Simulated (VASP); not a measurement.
Given:

```yaml
crystal:
  lattice:
    - [3.17000, 0.00000, 0.00000]
    - [-1.58500, 2.74530, 0.00000]
    - [0.00000, 0.00000, 17.29500]
  atoms:
    - { symbol: Zr, position: [0.00000, 0.00000, 0.44897] }
    - { symbol: Zr, position: [0.00000, 0.00000, 0.65308] }
    - { symbol: B, position: [0.66667, 0.33333, 0.34692] }
    - { symbol: B, position: [0.33333, 0.66667, 0.34692] }
    - { symbol: B, position: [0.66667, 0.33333, 0.55103] }
    - { symbol: B, position: [0.33333, 0.66667, 0.55103] }
```

All values below come from PBE GGA, VASP's PBE PAW potentials (set 64) (plane waves; VASP 6.6.1). Run with 400 eV cut-off, 10×10×1 Γ-centred mesh, Fermi-Dirac smearing of 0.10 eV, potentials Zr_sv B.

The cell holds a wide vacuum, so values per volume refer to the whole cell.

**Question.** Give the energies of bands 11 to 21 at the high-symmetry points, in eV from the Fermi level.

**Answer.** 
```json
[
 {"band": "11", "Γ": "-5.57", "M": "-7.16", "K": "-6.20"},
 {"band": "12", "Γ": "-3.19", "M": "-5.95", "K": "-6.20"},
 {"band": "13", "Γ": "-1.80", "M": "-3.71", "K": "-5.82"},
 {"band": "14", "Γ": "-1.80", "M": "-2.92", "K": "-3.73"},
 {"band": "15", "Γ": "-0.87", "M": "-2.82", "K": "-2.28"},
 {"band": "16", "Γ": "-0.18", "M": "-2.05", "K": "-2.28"},
 {"band": "17", "Γ": "-0.01", "M": "-1.65", "K": "0.05"},
 {"band": "18", "Γ": "-0.01", "M": "-0.02", "K": "0.05"},
 {"band": "19", "Γ": "1.29", "M": "0.82", "K": "0.40"},
 {"band": "20", "Γ": "1.41", "M": "2.20", "K": "0.40"},
 {"band": "21", "Γ": "1.42", "M": "3.07", "K": "2.92"}
]
```

It has no gap at this level: it comes out as a metal or semimetal.

The cell is a sheet with vacuum, built from a generated structure.
